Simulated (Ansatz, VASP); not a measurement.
# W (W(100)): VASP beside Ansatz, part 2 of 2

Aim: how closely do two programs agree when they are given the same cell, functional and k mesh?  The structure shown is the end of the VASP relaxation below.

VASP 6.6.1 and Ansatz 0.2.0.

So far: The starting structure; VASP: relaxation, PBEsol.

### Step 3. Ansatz: single point, PBEsol

Level of this step: Ansatz beside VASP: Kohn-Sham DFT, plane waves, PBEsol (Ansatz).

Ansatz runs on its default PAW (the set named soft_2) files.

The same cell, functional, mesh and smearing now go to Ansatz, which takes its cutoff from its data sets.

Input file input.yaml:

```yaml
crystal:
  lattice:
    - [3.14407471, 0.0, 0.0]
    - [0.0, 3.14407471, 0.0]
    - [0.0, 0.0, 27.57629886]
  atoms:
    - { symbol: W, position: [0.0, 0.0, 0.27797002] }
    - { symbol: W, position: [0.5, 0.5, 0.32811071] }
    - { symbol: W, position: [0.0, 0.0, 0.38659649] }
    - { symbol: W, position: [0.5, 0.5, 0.44308879] }
    - { symbol: W, position: [0.0, 0.0, 0.5] }
    - { symbol: W, position: [0.5, 0.5, 0.55691121] }
    - { symbol: W, position: [0.0, 0.0, 0.61340351] }
    - { symbol: W, position: [0.5, 0.5, 0.67188929] }
    - { symbol: W, position: [0.0, 0.0, 0.72202998] }
hamiltonian:
  xc: pbesol
  pseudopotentials: { kind: paw }
kpoints:
  mp_grid: { grid: [10, 10, 1] }
scf:
  occupations: { method: methfessel_paxton, width: 0.15 }
  n_extra_bands: 6
output:
  forces: true
  eigenvalues: true
  write_density: true
  write_potential: true
  elf: true
  volumetric_format: npy
```

On the command line:

```sh
ansatz run input.yaml --threads 4 --pin off --max-ram 9216MiB --backend cpu --events-out ev --progress --plain --runs-dir out
```

Numbers of over 12 decimals in the logs are rounded to 6 here.

What it wrote:

```text
scf.n_extra_bands = 6 over 63 filled bands (N_el = 126.0): the run solves 69 bands
Engine: ansatz 0.2.0, x86_64-unknown-linux-gnu
Pseudopotentials: kind: paw
Pseudopotential: W, paw, valence charge 14, recommended cutoff 420 eV (normal), W.paw.azcp
Functional definition: PBEsol
  exchange = pbesol_x
  correlation = pbesol_c
Crystal: 9 atoms, lattice volume = 272.597 Å³
Basis set: ecut = 420 eV, 5381 PW (Γ), exchange–correlation on 48×48×384 points (8 copies of the dense FFT grid, shifted against one another)
Bands: 69, of which v1, the nominal top of the filled ones, is band 63 counted from 1 (62 counted from 0)
Symmetry: 16 space group operations
Space group: P4/mmm (ITA 123), of the structure as read, at distance tolerance 6.5e-5 Å
k-points: 21 of 100
Non-local potential: W, projectors of the file, l = 0: 3, l = 1: 2, l = 2: 2, l = 3: 1
PAW form: soft (Blöchl's): semilocal exchange-correlation on the pseudo side does not see the compensation charge
PAW frozen core: W, regenerated for the run's functional, and the local potential with it (the file was generated under x = pbe(κ = 0.804, μ = 0.219515), c = pbe(β = 0.066725))
PAW one-centre angular grid: W, 590 points (default); XC on 64 Gauss nodes
Initial density: superposition of atomic densities (neutral atoms: chi_scale 0, normalization atom), corrected by the library's trained network
Initial wavefunctions: pseudopotential atomic-orbital guess
Functional: x = pbesol(κ = 0.804, μ = 0.123457), c = pbesol(β = 0.046)
SCF iter   1: F=—  HF=-92303.737441 eV  |F-HF|=—  |Δ(HF+E_count)|=         —  Δρ=6.84e-3  dr2=3.24e-1  ethr=1.77e-3  ⟨swp⟩=8.0  Hψ=6826  notcnv=0
preconditioner: auto → LDOS  [metal: Δε(μ)=0.021 eV  Ē_g=4.216 eV  σ=0.150 eV  W_gap=0.12  n_scr=64 (ndim 8)  ℏωp=16.5 eV  f_vac=0.430  D(μ)=6.38/eV (n_scr^D=38)  β→1.0]
SCF iter   2: F=—  HF=-92303.756490 eV  |F-HF|=—  |Δ(HF+E_count)|=   1.90e-2  S|Δr|=    0.00e0  Δρ=8.40e-3  dr2=4.86e-1  ethr=2.57e-4  ⟨swp⟩=3.2  Hψ=2953  notcnv=0  defer=9
SCF iter   3: F=—  HF=-92303.694600 eV  |F-HF|=—  |Δ(HF+E_count)|=   6.19e-2  S|Δr|=    0.00e0  Δρ=1.58e-3  dr2=1.60e-2  ethr=2.57e-4  ⟨swp⟩=2.0  Hψ=2077  notcnv=0  defer=9
SCF iter   4: F=—  HF=-92303.694897 eV  |F-HF|=—  |Δ(HF+E_count)|=   2.97e-4  S|Δr|=    0.00e0  Δρ=5.95e-4  dr2=1.77e-3  ethr=1.27e-5  ⟨swp⟩=2.6  Hψ=2073  notcnv=0  defer=9
SCF iter   5: F=—  HF=-92303.695066 eV  |F-HF|=—  |Δ(HF+E_count)|=   1.68e-4  S|Δr|=    0.00e0  Δρ=3.14e-4  dr2=4.55e-4  ethr=1.41e-6  ⟨swp⟩=2.8  Hψ=2220  notcnv=0  defer=9
SCF iter   6: F=—  HF=-92303.695107 eV  |F-HF|=—  |Δ(HF+E_count)|=   4.17e-5  S|Δr|=    0.00e0  Δρ=1.25e-4  dr2=3.24e-5  ethr=3.61e-7  ⟨swp⟩=2.5  Hψ=2062  notcnv=0  defer=9
SCF iter   7: F=—  HF=-92303.695503 eV  |F-HF|=—  |Δ(HF+E_count)|=   3.96e-4  S|Δr|=    0.00e0  Δρ=4.77e-5  dr2=4.98e-6  ethr=2.57e-8  ⟨swp⟩=2.8  Hψ=2393  notcnv=0  defer=5
SCF iter   8: F=—  HF=-92303.695510 eV  |F-HF|=—  |Δ(HF+E_count)|=   6.23e-6  S|Δr|=    0.00e0  Δρ=1.18e-5  dr2=4.03e-7  ethr=3.95e-9  ⟨swp⟩=2.4  Hψ=2123  notcnv=0  defer=5
SCF iter   9: F=-92303.695510 eV  HF=-92303.695510 eV  |F-HF|=7.37e-8  |Δ(HF+E_count)|=   7.77e-7  S|Δr|=    0.00e0  Δρ=4.08e-6  dr2=6.06e-8  ethr=7.94e-11  ⟨swp⟩=17.3  Hψ=13565  notcnv=0
SCF 1 converged in 9 iterations: F = -92303.695510 eV  dr2 = 6.06e-8
  greatest PAW one-centre occupation: 1.000 electrons in one spin orbital (limit 2), on the W atom at site 4 (counted from 0), in its partial waves of l = 0
WARN: The output density's exchange-correlation potential varies sharply where the density is thin. Do not read a vacuum level from v_tot or v_xc, or from such a field of the output density. On a cell that repeats whose density bears no net charge and no dipole along the vacuum's axis use v_es (v_loc + v_h of the components); under efield.dipole_correction with no amplitude use v_es + v_field, which holds any externa [...]
SCF converged after 9 iterations
Stability not checked: this state was not tested for a lower state beside it, because cold or Methfessel-Paxton smearing, or corrected tetrahedra, fill the levels in a way that the test cannot read (fill_not_monotonic; see scf.lower_state_search)
Free energy (F): -92303.695510 eV
Harris-Foulkes:  -92303.695510 eV  (|F-HF|=7.37e-8)
Internal energy: -92303.698708 eV  (E = F + TS)
E sigma→0 (E₀):  -92303.696310 eV
Entropy (-TS):   0.003198 eV (0.355 meV/atom)
Fermi energy:    9.683121 eV
--- Per-component energies (eV) ---
  E_band       = -2327.219074
  E_kinetic    = 4054.752805
  E_local      = -168544.915827  (includes V_loc(G=0)·N_el)
  E_nonlocal   = 35.235950
  E_hartree    = 82708.863553
  E_xc         = -2384.132389
  E_vxc        = -2144.082488  (∫ρ·V_xc dr)
  E_paw        = -75926.431614  (= ΣΔE_a)
  E_vpaw       = -1145.982374  (= ΣTr[D̂ρ^β])
  E_aug_tail   = -0.000545  (compensation charges beyond the density's cutoff)
  E_ewald      = 67750.933228
  E_core_change = 1.996130  (= ΣΔE_core)
  E_smearing   = 0.003198  (= −TS)
  E_closure    = 0.000000  (closes the sum)
  Σ components = -92303.695510   (vs F -92303.695510, Δ=0.00e0)
--- Forces (eV/Å), atoms counted from 1 ---
  atom   1  W      0.00000000     0.00000000    -0.28081103
  atom   2  W     -0.00000000     0.00000000     0.12155880
  atom   3  W     -0.00000000     0.00000000    -0.05440451
  atom   4  W     -0.00000000     0.00000000     0.01728527
  atom   5  W      0.00000000     0.00000000     0.00000000
  atom   6  W      0.00000000     0.00000000    -0.01728527
  atom   7  W      0.00000000     0.00000000     0.05440451
  atom   8  W      0.00000000     0.00000000    -0.12155880
  atom   9  W      0.00000000     0.00000000     0.28081103
  max |Σ_I F_I| component: 5.55e-17 eV/Å
--- Band table (eV; the first three rows and the last of 21) ---
  k-point 0: bands = [... 59 lower, 9.1935, 9.1935, 9.3309, 9.4902, 9.4989, 9.6391, 9.6391, 10.0709, ... 2 higher]
  k-point 1: bands = [... 59 lower, 9.2251, 9.2302, 9.4933, 9.5541, 9.6267, 9.6336, 10.0863, 10.2468, ... 2 higher]
  k-point 2: bands = [... 59 lower, 8.9651, 9.0725, 9.4350, 9.4600, 10.2611, 10.2817, 10.4254, 10.4457, ... 2 higher]
  k-point 20: bands = [... 59 lower, 9.8498, 9.8498, 11.6425, 11.6654, 11.8376, 11.8376, 11.9477, 11.9477, ... 2 higher]
```

It took 6.4 s on 4 threads of AMD EPYC 7R43, shared host; peak memory 0.89 GiB; 23 s of CPU time.

The column dr2 measures how far the density is from self-consistency, as an energy; F and HF (Harris–Foulkes) agree once it is small.

### Step 4. Side by side

Known differences besides the PAW data sets themselves: the data sets hold 126 valence electrons in Ansatz (default PAW (the set named soft_2) files) and 54 in VASP; the cutoff is 420 eV in Ansatz and 320 eV in VASP (PREC = Normal); Ansatz makes its cores anew for this functional, VASP keeps those of its PBE data sets; VASP leaves aspherical gradient terms in its spheres out (LASPH is not set), Ansatz keeps them. Total energies have different zeros and are not compared.

At this near-relaxed geometry the largest component of a force difference is 291 meV/Å.

### Step 5. Further runs

The difference is large enough to ask for its cause, so further runs change the set-up of one program at a time, as the table lists.

```csv
run,r.m.s. force difference (meV/Å)
as above,88
"cores kept as stored, as VASP does, whose cores stay as stored",89
Ansatz's larger PAW set (cutoff 880 eV),92
norm-conserving potentials (cutoff 1007 eV),92
```

### Step 6. Summary of results

| Quantity | Value |
| --- | --- |
| r.m.s. force difference (single point, PBEsol) | 88 meV/Å |

What this shows: The r.m.s. force difference is 88 meV/Å (single point, PBEsol), beyond the 12 meV/Å picked in this series as the mark of a large difference. For single point, PBEsol: no further run halves the r.m.s. force difference; only Ansatz's side was varied, and Ansatz's runs with other potentials lie closer to each other than to VASP, which for this quantity points to VASP's side; this was not tested here. How closely two codes agree says nothing of how well the functional describes the real material.

[Lines on the potential files, build, host, timing and source positions are cut from VASP's logs without a mark.]

[Logs are printed without paths, hosts, clocks, repeated set-up lines and the standing remarks that a program may print on its own settings, such as how far it seeks lower states.]

[Hosts, paths, dates, database ids (printed as entryN), source tags and the programs' standing remarks are cut or masked in the printed files.]
